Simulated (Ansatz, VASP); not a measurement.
# Cross-check of NiF2 (1T-NiF2 monolayer) between VASP and Ansatz

One calculation is typed for both programs; each brings its own data sets. How far apart do they land? Of the first pair: The structure shown is the start of the Ansatz relaxation below; VASP solves that cell, so the two are compared at the walk's first step.

Calculated with Ansatz 0.2.0; plane waves, with VASP 6.6.1 beside it; single point at PBE with D3(BJ).

## (1) Starting point

The cell holds 3 atoms: 2 F and 1 Ni. Its edges and angles: a = 2.465 Å, b = 2.465 Å, c = 35.198 Å, α = 90.0°, β = 90.0°, γ = 120.0°. Vacuum lies along c.

## (2) Ansatz: relaxation, PBE with D3(BJ)

Ansatz runs on its default PAW (the set named soft_2) files.

The two programs are compared at the cell with which this relaxation starts, whose forces are those of its first step.

The input, input.yaml:

```yaml
crystal:
  lattice:
    - [2.464748, 0.0, 0.0]
    - [-1.232374, 2.1345343819, 0.0]
    - [0.0, 0.0, 35.1984086962]
  atoms:
    - { symbol: F, position: [0.6666666667, 0.3333333333, 0.4701917107] }
    - { symbol: Ni, position: [0.0, 0.0, 0.5], spin: 2.0 }
    - { symbol: F, position: [0.3333333333, 0.6666666667, 0.5298082893] }
  periodic: [true, true, false]
magnetization:
  spin_polarized: true
kpoints:
  mp_grid: { grid: [18, 18, 1] }
hamiltonian:
  xc: pbe
  dispersion: d3bj
scf:
  occupations: { method: fermi_dirac, width: 0.05 }
  convergence: { dr2_threshold: 1.0e-09 }
relax:
  f_tol: 0.004
  max_steps: 90
  cell: {}
output:
  write_potential: true
  write_density: true
  volumetric_format: npy
```

Started as:

```bash
$ ansatz run input.yaml --threads 2 --pin off --max-ram 3072MiB --backend cpu --events-out ev --progress --plain --runs-dir out
```

Numbers of over 12 decimals in the logs are rounded to 6 here.

What it wrote:

```text
Warning: relax.cell: scf.convergence.dr2_threshold = 1e-9 eV is looser than the 2.04957942132e-10 eV advised for a relaxation that steers and ends on the stress (1e-10 eV for each atom of the cell: 3, times the square of relax.cell.stress_2d_tol = 0.05 N/m over 12.1 Å (the atoms' height at the walk's start and 5 Å past either face), 4.133e-2 GPa, over a crystal's default 0.05). What an SCF threshold leaves in a stress goes as its square root, and in the free energy as the threshold itself, and one threshold admits the most on a small cell: [figures from the program's tests cut] Set scf.convergence.dr2_threshold to 2.04957942132e-10 eV or tighter. [rest of the remark cut]
Engine: ansatz 0.2.0, x86_64-unknown-linux-gnu
Pseudopotentials: kind: paw
Pseudopotential: F, paw, valence charge 7, recommended cutoff 420 eV (normal), F.paw.azcp
Pseudopotential: Ni, paw, valence charge 18, recommended cutoff 420 eV (normal), Ni.paw.azcp
Functional definition: PBE
  parameter kappa = 0.804
  parameter beta = 0.066725
  exchange = pbe_x(kappa = kappa, mu = beta*pi^2/3)
  correlation = pbe_c(beta = beta)
Crystal: 3 atoms, lattice volume = 185.182 Å³
Basis set: ecut = 420 eV, 3495 PW (Γ), exchange–correlation on 36×36×480 points (8 copies of the dense FFT grid, shifted against one another)
Bands: 21, of which v1, the nominal top of the filled ones, is band 16 counted from 1 (15 counted from 0)
Symmetry: 12 space group operations
Space group: P-3m1 (ITA 164), of the structure as read, at distance tolerance 5.7e-5 Å
Magnetic group: BNS 164.85 (UNI 1315), of the structure as read, at distance tolerance 5.7e-5 Å
k-points: 37 of 324
Non-local potential: F, projectors of the file, l = 0: 2, l = 1: 2, l = 2: 1
Non-local potential: Ni, projectors of the file, l = 0: 3, l = 1: 2, l = 2: 3, l = 3: 1
PAW form: soft (Blöchl's): semilocal exchange-correlation on the pseudo side does not see the compensation charge
PAW one-centre angular grid: F, 110 points (default); XC on 64 Gauss nodes
PAW one-centre angular grid: Ni, 590 points (default); XC on 64 Gauss nodes
Initial density: superposition of atomic densities (neutral atoms: chi_scale 0, normalization atom)
Starting moments: Σ|m| = 2 μB on 1 of 3 sites
Initial wavefunctions: pseudopotential atomic-orbital guess
Functional: x = pbe(κ = 0.804, μ = 0.219515), c = pbe(β = 0.066725)
SCF iter   1: F=—  HF=-7449.382924 eV  |F-HF|=—  |Δ(HF+E_count)|=         —  Δρ=3.63e-2 (↑3.07e-2 ↓3.63e-2)  dr2=3.09e0  dr2_m=5.12e-1  M=2.000 μB ∫|m|=2.032 μB  β_m=0.30  ethr=3.10e-3  ⟨swp⟩=14.4  Hψ=13594  notcnv=0
Mixer restart at iter 1: flushing history
preconditioner: auto → Resta (q_TF=auto, 2.036 Å⁻¹)  ε∞=1.6  [insulator: Δε(μ)=0.826 eV  Ē_g=17.602 eV  σ=0.050 eV  W_gap=1.00  n_scr=22 (ndim 8)  ℏωp=13.4 eV  f_vac=0.853  D(μ)=0.00/eV (n_scr^D=0)  ε∞_Penn≈1.6  vacuum switching on, ρ_ref=2.2e-2 e/Å³]
spin=Collinear: Resta preconditioning applied to the charge; magnetization (m = ρ↑ − ρ↓) channel mixes plain (no charge-response kernel on spin).
SCF iter   2: F=—  HF=-7449.518842 eV  |F-HF|=—  |Δ(HF+E_count)|=   1.36e-1  Δρ=2.19e-2 (↑1.37e-2 ↓2.19e-2)  dr2=4.70e-1  dr2_m=2.48e-1  M=2.000 μB ∫|m|=2.029 μB  β_m=0.42  ethr=3.10e-3  ⟨swp⟩=4.0  Hψ=4248  notcnv=0
SCF iter   3: F=—  HF=-7451.406259 eV  |F-HF|=—  |Δ(HF+E_count)|=    1.89e0  Δρ=1.02e-2 (↑4.40e-3 ↓1.02e-2)  dr2=3.60e-2  dr2_m=6.58e-2  M=2.000 μB ∫|m|=2.034 μB  β_m=0.53  ethr=1.47e-3  ⟨swp⟩=3.8  Hψ=4469  notcnv=0  defer=7
SCF iter   4: F=—  HF=-7452.123083 eV  |F-HF|=—  |Δ(HF+E_count)|=         —  Δρ=8.45e-3 (↑2.21e-3 ↓8.45e-3)  dr2=1.09e-1  dr2_m=3.10e-2  M=2.000 μB ∫|m|=2.042 μB  β_m=0.53  ethr=1.12e-4  ⟨swp⟩=4.6  Hψ=4381  notcnv=0  defer=7
SCF iter   5: F=—  HF=-7452.195408 eV  |F-HF|=—  |Δ(HF+E_count)|=   7.23e-2  Δρ=2.05e-3 (↑2.05e-3 ↓1.29e-3)  dr2=1.45e-3  dr2_m=3.81e-3  M=2.000 μB ∫|m|=2.049 μB  β_m=0.64  ethr=1.12e-4  ⟨swp⟩=4.2  Hψ=4584  notcnv=0  defer=20
SCF iter   6: F=—  HF=-7452.194132 eV  |F-HF|=—  |Δ(HF+E_count)|=   1.28e-3  Δρ=1.56e-3 (↑4.06e-4 ↓1.56e-3)  dr2=3.39e-3  dr2_m=1.23e-3  M=2.000 μB ∫|m|=2.050 μB  β_m=0.63  ethr=4.54e-6  ⟨swp⟩=3.8  Hψ=4347  notcnv=0  defer=20
SCF iter   7: F=—  HF=-7452.194314 eV  |F-HF|=—  |Δ(HF+E_count)|=   1.83e-4  Δρ=1.74e-4 (↑1.14e-4 ↓1.74e-4)  dr2=2.67e-5  dr2_m=2.49e-5  M=2.000 μB ∫|m|=2.051 μB  β_m=0.72  ethr=4.54e-6  ⟨swp⟩=3.3  Hψ=3531  notcnv=0  defer=23
[...]
SCF iter   3: F=—  HF=-7456.042428 eV  |F-HF|=—  |Δ(HF+E_count)|=   5.39e-4  Δρ=3.62e-6 (↑3.03e-6 ↓3.62e-6)  dr2=6.22e-8  dr2_m=1.69e-9  M=2.000 μB ∫|m|=2.051 μB  β_m=0.52  ethr=2.66e-10  ⟨swp⟩=3.7  Hψ=4462  notcnv=0
SCF iter   4: F=—  HF=-7456.042511 eV  |F-HF|=—  |Δ(HF+E_count)|=   8.36e-5  Δρ=3.36e-7 (↑3.29e-7 ↓3.36e-7)  dr2=9.65e-10  dr2_m=4.04e-11  M=2.000 μB ∫|m|=2.051 μB  β_m=0.51  ethr=1.95e-10  ⟨swp⟩=3.2  Hψ=3529  notcnv=0
iter 5 met the thresholds in force, and the SCF goes on: an eigenvalue changes by 14.14 meV, over its tolerance of 0.06 meV (output.eigenvalues, Limitations)
SCF iter   5: F=-7456.042512 eV  HF=-7456.042512 eV  |F-HF|=8.02e-8  |Δ(HF+E_count)|=   6.82e-7  Δρ=4.45e-7 (↑1.33e-7 ↓4.45e-7)  dr2=6.23e-10  dr2_m=1.46e-10  M=2.000 μB ∫|m|=2.051 μB  β_m=0.65  ethr=3.02e-12  ⟨swp⟩=14.5  Hψ=13283  notcnv=0
iter 6 met the thresholds in force, and the SCF goes on: an eigenvalue changes by 5.52 meV, over its tolerance of 0.05 meV (output.eigenvalues, Limitations)
SCF iter   6: F=-7456.042512 eV  HF=-7456.042512 eV  |F-HF|=1.72e-8  |Δ(HF+E_count)|=   6.31e-8  Δρ=2.32e-7 (↑3.81e-8 ↓2.32e-7)  dr2=1.32e-10  dr2_m=3.77e-11  M=2.000 μB ∫|m|=2.051 μB  β_m=1.00  ethr=1.95e-12  ⟨swp⟩=9.0  Hψ=9918  notcnv=0
Mixer restart at iter 6: flushing history
iter 7 met the thresholds in force, and the SCF goes on: an eigenvalue changes by 0.07 meV, over its tolerance of 0.05 meV (output.eigenvalues, Limitations)
SCF iter   7: F=-7456.042512 eV  HF=-7456.042512 eV  |F-HF|=2.18e-11  |Δ(HF+E_count)|=   1.73e-8  Δρ=1.15e-7 (↑1.15e-7 ↓9.80e-8)  dr2=8.44e-11  dr2_m=2.28e-13  M=2.000 μB ∫|m|=2.051 μB  β_m=1.00  ethr=1.00e-12  ⟨swp⟩=8.2  Hψ=10150  notcnv=0  κ⁻¹=1.0e0(r=1)
iter 8 met the thresholds in force, and the SCF goes on: an eigenvalue changes by 0.054 meV, over its tolerance of 0.053 meV (output.eigenvalues, Limitations)
SCF iter   8: F=-7456.042512 eV  HF=-7456.042512 eV  |F-HF|=2.15e-10  |Δ(HF+E_count)|=  9.09e-13  Δρ=1.41e-7 (↑4.55e-8 ↓1.41e-7)  dr2=6.86e-11  dr2_m=6.88e-12  M=2.000 μB ∫|m|=2.051 μB  β_m=1.00  ethr=1.00e-12  ⟨swp⟩=6.2  Hψ=8679  notcnv=0  κ⁻¹=2.9e-2(r=2)
SCF iter   9: F=-7456.042512 eV  HF=-7456.042512 eV  |F-HF|=1.08e-10  |Δ(HF+E_count)|=  3.82e-11  Δρ=3.22e-8 (↑3.27e-9 ↓3.22e-8)  dr2=3.04e-12  dr2_m=7.24e-13  M=2.000 μB ∫|m|=2.051 μB  ethr=1.00e-12  ⟨swp⟩=6.0  Hψ=8013  notcnv=0
SCF 19 converged in 9 iterations: F = -7456.042512 eV  dr2 = 3.04e-12
relax step  19: F+E_penalty+E_count = -7456.04251211 eV  Δ(F+E_penalty+E_count) = -2.786e-4 eV  max|allowed force component| = 9.047e-6 eV/Å  Δτ_max = 0.0000 Å  P = +0.004 N/m  Ω = 289.863 Å³  fix = [c, alpha, beta]  reactions: c +0.000 N/m  stress off target by 3.97e-3 N/m on what of the cell is left free  SCF on the basis re-selected at this cell (its energy is not comparable with the rows above)  (9 SCF iters)
basis re-selected at this cell: Δ(F+E_penalty+E_count) = -2.786e-4 eV, ΔP = +0.002 N/m vs the last step (what re-selecting the basis moved, of the pressure what is left beyond the Pulay correction that the steps carried, after the strain that the cell walked since its last selection, with what the two solves' SCF thresholds leave and, on support functions, any second-order correction that the steps lacked; it is no m [...]
WARN: The output density's exchange-correlation potential varies sharply where the density is thin. Do not read a vacuum level from v_tot or v_xc, or from such a field of the output density. On a cell that repeats whose density bears no net charge and no dipole along the vacuum's axis use v_es (v_loc + v_h of the components); under efield.dipole_correction with no amplitude use v_es + v_field, which holds any externa [...]
SCF converged after 9 iterations
an eigenvalue changed by more than its tolerance at an iteration that met the thresholds in force, so the SCF went on 4 times, its first undamped step at iteration 6: the last check found none over its tolerance
Magnetization: 2.0000 μB (17.0000 up, 15.0000 down)
Absolute magnetization: 2.0496 μB (∫|ρ↑−ρ↓|, with the PAW one-centre terms)
Spin contamination: 0.0016 ħ² per cell (⟨S²⟩ above its minimum at these occupations)
Per-site moments (μB) at R_I (Å): [(0.145634, 0.839766), (1.651136, 0.839766), (0.145634, 0.839766)]
Free energy (F): -7456.042512 eV
Harris-Foulkes:  -7456.042512 eV  (|F-HF|=1.08e-10)
Internal energy: -7456.042512 eV  (E = F + TS)
E sigma→0 (E₀):  -7456.042512 eV
Entropy (-TS):   -0.000000 eV (-0.000 meV/atom)
Fermi energy:    -6.431951 eV
--- Per-component energies (eV) ---
  E_band       = -969.696123
  E_kinetic    = 685.774399
  E_local      = -94343.547842  (includes V_loc(G=0)·N_el)
  E_nonlocal   = 791.977624
  E_hartree    = 46433.798464
  E_xc         = -240.078381
  E_vxc        = -308.078486  (∫ρ·V_xc dr)
  E_paw        = -2034.919036  (= ΣΔE_a)
  E_vpaw       = -663.423831  (= ΣTr[D̂ρ^β])
  E_aug_tail   = 0.004908  (compensation charges beyond the density's cutoff)
  E_ewald      = 41251.173999
  E_disp       = -0.226646  (pairwise vdW)
  E_smearing   = -0.000000  (= −TS)
  E_closure    = 0.000000  (closes the sum)
  Σ components = -7456.042512   (vs F -7456.042512, Δ=0.00e0)
--- Forces (eV/Å), atoms counted from 1 ---
  atom   1  F      0.00000000     0.00000000    -0.00000905
  atom   2  Ni    -0.00000000     0.00000000     0.00000000
  atom   3  F      0.00000000    -0.00000000     0.00000905
  max |Σ_I F_I| component: 2.31e-18 eV/Å
--- 2D stress c σ (N/m, compression-positive) ---
        0.003969       0.000000      -0.000000
        0.000000       0.003969      -0.000000
       -0.000000      -0.000000       0.000000
  P = ½ c Tr σ = 0.0040 N/m
--- Band table (eV; the first three rows and the last of 74) ---
  k-point 0 ↑: bands = [... 12 lower, -8.9026, -8.9026, -8.1335, -7.6463, -7.6463, -3.3731, -0.9042, -0.0469, ... 1 higher]
  k-point 1 ↑: bands = [... 12 lower, -8.8833, -8.8686, -8.1342, -7.6916, -7.6625, -3.2626, -0.8288, 0.0167, ... 1 higher]
  k-point 2 ↑: bands = [... 12 lower, -8.8434, -8.7804, -8.1419, -7.8107, -7.7073, -2.9450, -0.6104, 0.2071, ... 1 higher]
  k-point 36 ↓: bands = [... 12 lower, -7.6135, -7.4316, -7.4316, -5.4795, -5.4795, 2.5865, 4.4296, 4.4296, ... 1 higher]
  the weakly bound empty levels are not read free of the cell's end (no_gap_told)
--- Relaxed structure (15 steps of the walk, 15 accepted, 4 SCFs on fresh bases) ---
  F+E_penalty+E_count = -7456.04251211 eV   max|allowed force component| = 9.047e-6 eV/Å   (the final SCF, on the basis selected at the relaxed cell)
  cell:  # Å, volume = 289.8632 Å³
    - [3.083683, 0, 0]
    - [-1.541842, 2.670548, 0]
    - [0, 0, 35.1984086962]
  atoms:
    - { symbol: F, position: [0.666667, 0.333333, 0.471950] }
    - { symbol: Ni, position: [0, 0, 0.500000] }
    - { symbol: F, position: [0.333333, 0.666667, 0.528050] }
```

(Part 1 of 2 ends here.)

[Lines on the potential files, build, host, timing and source positions are cut from VASP's logs without a mark.]

[Logs are printed without paths, hosts, clocks, repeated set-up lines and the standing remarks that a program may print on its own settings, such as how far it seeks lower states.]

[Hosts, paths, dates, database ids (printed as entryN), source tags and the programs' standing remarks are cut or masked in the printed files.]
